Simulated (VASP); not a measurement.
A VASP calculation is set up with these files.

File POSCAR:
```
GaP
1
    0.0000000000     2.7250000000     2.7250000000
    2.7250000000     0.0000000000     2.7250000000
    2.7250000000     2.7250000000     0.0000000000
Ga P
1 1
Direct
  0.0000000000   0.0000000000   0.0000000000
  0.2500000000   0.2500000000   0.2500000000
```

KPOINTS:
```
Automatic mesh
0
Gamma
8 8 8
0 0 0
```

INCAR:
```
ISMEAR = 0   # Gaussian
NELM = 100
LASPH = .TRUE.   # aspherical one-centre terms
EDIFF = 1E-6   # SCF stop (eV)
PREC = Accurate
EDIFFG = -0.01   # ionic stop
LREAL = .FALSE.   # projection in real space or not
LMAXMIX = 4   # l cut-off of mixed one-centre charges
LCHARG = .FALSE.
IBRION = 2   # conjugate gradients
GGA = PE   # PBE
SIGMA = 0.05
ENCUT = 350   # plane-wave cut-off (eV)
LWAVE = .FALSE.
SYSTEM = GaP
ALGO = Normal   # blocked Davidson
NSW = 60   # most ionic steps
ISIF = 3   # ions, shape and volume
```

POTCAR, in this order: Ga_d P (PBE.64 set). Program: vasp_std.

Q: Translate this PBE calculation to Ansatz.

A: One equivalent input (not run):
Ansatz 0.2 input:
```yaml
crystal:
  lattice:
    - [0.0000000, 2.7250000, 2.7250000]
    - [2.7250000, 0.0000000, 2.7250000]
    - [2.7250000, 2.7250000, 0.0000000]
  atoms:
    - { symbol: Ga, position: [0.0000000, 0.0000000, 0.0000000] }
    - { symbol: P, position: [0.2500000, 0.2500000, 0.2500000] }
kpoints:
  mp_grid: { grid: [8, 8, 8] }
hamiltonian:
  xc: pbe
  pseudopotentials: { kind: paw }
scf:
  occupations: { method: gaussian, width: 0.05 }
  max_iter: 100
relax:
  max_steps: 60
  f_tol: 0.01
  cell: {}
output: { forces: true, stress: true, eigenvalues: true }
```
The two are equivalent in intent, not identical: each code has its own PAW files, so the cut-off isn't converted (ENCUT is set for VASP's; basis.ecutwfc is left out, and Ansatz then takes the one that its files recommend); Ansatz stops its SCF on the density residual and VASP on the energy change (EDIFF).

The compound is GaP in the zinc blende structure. This run relaxes it. Symmetry was kept, so distortions that lower it aren't found.
